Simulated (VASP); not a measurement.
Data:

```
CELL_PARAMETERS angstrom
      3.82447     0.00000     0.00000
      0.00000     3.82447     0.00000
      0.00000     0.00000     3.82447
ATOMIC_POSITIONS crystal
  Sr 0.00000 0.00000 0.00000
  Ti 0.50000 0.50000 0.50000
  O  0.50000 0.00000 0.50000
  O  0.00000 0.50000 0.50000
  O  0.50000 0.50000 0.00000
```

The numbers are results of vdW-DF-cx, VASP's PBE PAW potentials (set 64) (plane waves; VASP), not measurements. Run with 520 eV cut-off, 6×6×6 Γ-centred mesh, Gaussian smearing of 0.050 eV, potentials Sr_sv Ti_sv O.

Give the stress tensor in GPa (positive for a compressed cell).

```
12.99   0.00   0.00
 0.00  12.99   0.00
 0.00   0.00  12.99
```
The pressure is its mean diagonal, 12.99 GPa.

The compound is SrTiO3 in the cubic perovskite structure, the ideal cubic form; the compound distorts at low or room temperature. This cell is one point of a volume scan, at 0.94 of the reference volume.
